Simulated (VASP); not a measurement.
Consider the following.

```xyz
3
Lattice="3.1851 0.0000 0.0000 -1.5926 2.7584 0.0000 0.0000 0.0000 18.7254" Properties=species:S:1:pos:R:3 pbc="T T T"
Mo     1.5926     0.9195     9.3627
S      0.0000     1.8389     7.8107
S      0.0000     1.8389    10.9146
```

The numbers are results of r2SCAN meta-GGA, VASP's PBE PAW potentials (set 64) (plane waves; VASP), not measurements. Numerical set-up: 400 eV cut-off, 9×9×1 Γ-centred mesh, tetrahedra with Blöchl corrections, potentials Mo_sv S.

The cell holds a wide vacuum, so values per volume refer to the whole cell.

### Question
Give the energies of bands 7 to 16 at the high-symmetry points, in eV from the valence-band maximum.

### Answer

| band | Γ | M | K |
|---|---|---|---|
| 7 | -5.93 | -6.07 | -5.71 |
| 8 | -2.87 | -5.02 | -4.86 |
| 9 | -2.87 | -4.32 | -4.28 |
| 10 | -1.91 | -3.44 | -3.81 |
| 11 | -1.72 | -2.04 | -3.06 |
| 12 | -1.72 | -1.18 | -2.34 |
| 13 | 0.00 | -0.70 | -0.09 |
| 14 | 2.88 | 2.31 | 1.68 |
| 15 | 2.88 | 2.85 | 3.27 |
| 16 | 3.14 | 4.15 | 3.72 |

The gap is indirect, 1.68 eV, from the valence maximum at Γ to the conduction minimum at K.

The cell is a sheet with vacuum, built from a generated structure.
